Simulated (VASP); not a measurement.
VASP runs on As₂Pt (space group Pa-3) share one base input (PBEsol GGA, plane waves, VASP's PBE PAW potentials (set 64)) and change the settings named in each case.

File POSCAR:
```
As2Pt
1
    6.0732400000     0.0000000000     0.0000000000
    0.0000000000     6.0732400000     0.0000000000
    0.0000000000     0.0000000000     6.0732400000
As Pt
8 4
Direct
  0.3840900000   0.3840900000   0.3840900000
  0.6159100000   0.6159100000   0.6159100000
  0.1159100000   0.6159100000   0.8840900000
  0.8840900000   0.3840900000   0.1159100000
  0.8840900000   0.1159100000   0.6159100000
  0.1159100000   0.8840900000   0.3840900000
  0.6159100000   0.8840900000   0.1159100000
  0.3840900000   0.1159100000   0.8840900000
  0.0000000000   0.0000000000   0.0000000000
  0.5000000000   0.0000000000   0.5000000000
  0.5000000000   0.5000000000   0.0000000000
  0.0000000000   0.5000000000   0.5000000000
```

**KPOINTS**
```
Automatic mesh
0
G
 4 4 4
```

**INCAR**
```
SYSTEM = As2Pt
PREC = Accurate; ENCUT = 300; LREAL = F
LASPH = T
EDIFF = 1E-6; NELM = 100; ALGO = Normal
LMAXMIX = 6
ISMEAR = 0; SIGMA = 0.1
GGA = PS
ISIF = 2
LWAVE = F; LCHARG = F
```

POTCAR, in this order: As Pt (PBE.64 set). Program: vasp_std.

| change | E(σ→0) (eV/atom) | gap on the mesh (eV) | −TS (eV) |
|---|---|---|---|
| base run | -6.2667 | 0.30 | -0.0010 |
| NEDOS = 601, KPOINTS 6×6×6 Γ-centred mesh | -6.2644 | 0.08 | -0.0029 |
| NEDOS = 601, KPOINTS 6×6×6 Γ-centred mesh | -6.2644 | 0.08 | -0.0029 |
| NEDOS = 601, KPOINTS 6×6×6 Γ-centred mesh | -6.2644 | 0.08 | -0.0029 |
 Energies of different potentials or functionals have different zeros.  Unless said otherwise, spin-orbit coupling is left out, though it shifts the bands of the heavy elements here.

Left out are runs that ran out of time, are held back, or changed the cell or the kind of run, fixed moments of cells without a moment, rows past the twelfth, gaps on odd meshes, pressures of charged cells and columns that move by less than the noise.

The structure comes from a computed database's As2Pt entry; how it stands against other phases isn't given here. The cell was not relaxed at this level, its lattice was scaled by up to 2.5 %.
